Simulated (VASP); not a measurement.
Calculation: PBE GGA, VASP's PBE PAW potentials (set 64) (plane waves; VASP).

A VASP calculation is set up with these files.

**INCAR**
```
SYSTEM=PdIn
PREC=Accurate; ENCUT=400; LREAL=.FALSE.
LASPH=.TRUE.
EDIFF=1E-7; NELM=100; ALGO=Normal
LMAXMIX=4
ISMEAR=-5
GGA=PE
ISIF=2
LWAVE=.FALSE.; LCHARG=.TRUE.; LORBIT=11
NEDOS=601
```

### KPOINTS
```
Automatic mesh
0
Gamma
12 12 12
0 0 0
```

POSCAR:
```
PdIn
1
    3.3063622438     0.0000000000    -0.0000000000
    0.0000000000     3.3063622438     0.0000000000
   -0.0000000000     0.0000000000     3.3063622438
In Pd
1 1
Direct
  0.5000000000   0.5000000000   0.5000000000
  0.0000000000   0.0000000000   0.0000000000
```

POTCAR, in this order: In_d Pd (PBE.64 set). Program: vasp_std.

What VASP printed:

File OUTCAR:
```
 ion  position               nearest neighbor table
   1  0.500  0.500  0.500-   2 2.86   2 2.86   2 2.86   2 2.86   2 2.86   2 2.86   2 2.86   2 2.86
  LATTYP: Found a simple cubic cell.
 ALAT       =     3.3063622438
 Subroutine PRICEL returns:
 Original cell was already a primitive cell.
 Subroutine GETGRP returns: Found 48 space group operations
The static configuration has the point symmetry O_h .
The dynamic configuration has the point symmetry O_h .
 Subroutine INISYM returns: Found 48 space group operations
 Subroutine IBZKPT returns following result:
 Found     84 irreducible k-points:

 Following reciprocal coordinates:
            Coordinates               Weight
  0.000000  0.000000  0.000000      1.000000
  0.083333  0.000000  0.000000      6.000000
  0.166667  0.000000  0.000000      6.000000
  0.250000  0.000000  0.000000      6.000000
  0.333333  0.000000  0.000000      6.000000
  0.416667  0.000000  0.000000      6.000000
  0.500000  0.000000  0.000000      3.000000
  0.083333  0.083333  0.000000     12.000000
  0.166667  0.083333  0.000000     24.000000
  0.250000  0.083333  0.000000     24.000000
  0.333333  0.083333  0.000000     24.000000
  0.416667  0.083333  0.000000     24.000000
  0.500000  0.083333  0.000000     12.000000
  0.166667  0.166667  0.000000     12.000000
  0.250000  0.166667  0.000000     24.000000
  0.333333  0.166667  0.000000     24.000000
  0.416667  0.166667  0.000000     24.000000
  0.500000  0.166667  0.000000     12.000000
  0.250000  0.250000  0.000000     12.000000
  0.333333  0.250000  0.000000     24.000000
  0.416667  0.250000  0.000000     24.000000
  0.500000  0.250000  0.000000     12.000000
  0.333333  0.333333  0.000000     12.000000
  0.416667  0.333333  0.000000     24.000000
  0.500000  0.333333  0.000000     12.000000
  0.416667  0.416667  0.000000     12.000000
  0.500000  0.416667  0.000000     12.000000
  0.500000  0.500000  0.000000      3.000000
  0.083333  0.083333  0.083333      8.000000
  0.166667  0.083333  0.083333     24.000000
  0.250000  0.083333  0.083333     24.000000
  0.333333  0.083333  0.083333     24.000000
  0.416667  0.083333  0.083333     24.000000
  0.500000  0.083333  0.083333     12.000000
  0.166667  0.166667  0.083333     24.000000
  0.250000  0.166667  0.083333     48.000000
  0.333333  0.166667  0.083333     48.000000
  0.416667  0.166667  0.083333     48.000000
  0.500000  0.166667  0.083333     24.000000
  0.250000  0.250000  0.083333     24.000000
   k-points           NKPTS =     84   k-points in BZ     NKDIM =     84   number of bands    NBANDS=     15
   number of dos      NEDOS =    601   number of ions     NIONS =      2
   total plane-waves  NPLWV =  13824
   dimension x,y,z NGX =    24 NGY =   24 NGZ =   24
   dimension x,y,z NGXF=    48 NGYF=   48 NGZF=   48
   ions per type =               1   1
   PREC   = accura    normal or accurate (medium, high low for compatibility)
   ISTART =      0    job   : 0-new  1-cont  2-samecut
   ICHARG =      2    charge: 1-file 2-atom 10-const
   ISPIN  =      1    spin polarized calculation?
   LNONCOLLINEAR =      F non collinear calculations
   LSORBIT =      F    spin-orbit coupling
   INIWAV =      1    electr: 0-lowe 1-rand  2-diag
   ENCUT  =  400.0 eV  29.40 Ry    5.42 a.u.   5.39  5.39  5.39*2*pi/ulx,y,z
   NELM   =    100;   NELMIN=  2; NELMDL= -5     # of ELM steps
   EDIFF  = 0.1E-06   stopping-criterion for ELM
   LREAL  =      F    real-space projection
   NLSPLINE    = F    spline interpolate recip. space projectors
   LMAXMIX     =    4 max onsite mixed and CHGCAR
   VOSKOWN=      0    Vosko Wilk Nusair interpolation
...
```

**OSZICAR**
```
       N       E                     dE             d eps       ncg     rms          rms(c)
DAV:   1     0.142331399575E+03    0.14233E+03   -0.98325E+03  2597   0.165E+03
DAV:   2    -0.224850393534E+01   -0.14458E+03   -0.14129E+03  2611   0.364E+02
DAV:   3    -0.882403033536E+01   -0.65755E+01   -0.65411E+01  3220   0.858E+01
DAV:   4    -0.894086626954E+01   -0.11684E+00   -0.11693E+00  3064   0.107E+01
DAV:   5    -0.894629602235E+01   -0.54298E-02   -0.54325E-02  3788   0.206E+00    0.597E+00
DAV:   6    -0.878678324812E+01    0.15951E+00   -0.39546E-01  3003   0.963E+00    0.283E+00
DAV:   7    -0.875467666215E+01    0.32107E-01   -0.71650E-02  3313   0.497E+00    0.126E+00
DAV:   8    -0.874838812165E+01    0.62885E-02   -0.21676E-02  2807   0.144E+00    0.371E-01
DAV:   9    -0.874767519707E+01    0.71292E-03   -0.18854E-03  3227   0.752E-01    0.529E-02
DAV:  10    -0.874767469704E+01    0.50003E-06   -0.40733E-05  3351   0.964E-02    0.236E-02
DAV:  11    -0.874768032738E+01   -0.56303E-05   -0.52497E-06  2905   0.240E-02    0.271E-03
DAV:  12    -0.874768012745E+01    0.19993E-06   -0.35462E-07  3181   0.677E-03    0.220E-03
DAV:  13    -0.874768010090E+01    0.26549E-07   -0.24564E-08  1631   0.186E-03
   1 F= -.87476801E+01 E0= -.87476801E+01  d E =0.000000E+00
```

### OUTCAR
```
------------------------ aborting loop because EDIFF is reached ----------------------------------------
  FORCE on cell =-STRESS in cart. coord.  units (eV):
  Direction    XX          YY          ZZ          XY          YZ          ZX
  --------------------------------------------------------------------------------------
  Total       -0.0430396     -0.0430396     -0.0430396     -0.0000000     -0.0000000     -0.0000000
  in kB       -1.9077765     -1.9077765     -1.9077765     -0.0000000     -0.0000000     -0.0000000
  external PRESSURE =      -1.9077765 kB  Pullay stress =       0.0000000 kB
  volume of cell :       36.15
      direct lattice vectors                 reciprocal lattice vectors
     3.306362244  0.000000000  0.000000000     0.302447199  0.000000000  0.000000000
     0.000000000  3.306362244  0.000000000     0.000000000  0.302447199  0.000000000
     0.000000000  0.000000000  3.306362244     0.000000000  0.000000000  0.302447199
 POSITION                                       TOTAL-FORCE (eV/Angst)
 -----------------------------------------------------------------------------------
      1.65318      1.65318      1.65318         0.000000      0.000000      0.000000
      0.00000      0.00000      0.00000         0.000000      0.000000      0.000000
 -----------------------------------------------------------------------------------
    total drift:                                0.000000      0.000000     -0.000000
  FREE ENERGIE OF THE ION-ELECTRON SYSTEM (eV)
  ---------------------------------------------------
  free  energy   TOTEN  =        -8.7476801009 eV

  energy  without entropy=       -8.7476801009  energy(sigma->0) =       -8.74768010

 total charge

# of ion       s       p       d       tot
------------------------------------------
    1        0.812   0.702   9.893  11.407
    2        0.411   0.392   8.638   9.441
--------------------------------------------------
tot          1.223   1.094  18.531  20.848
```
(Selected blocks of OUTCAR.)

For a metal the tetrahedron method with Blöchl corrections gives inexact stress and forces.

The compound is PdIn in the CsCl type structure. It was relaxed first, which changed the volume by +5 %. The electron count is odd and the run is not spin-polarised, which forces a metal.
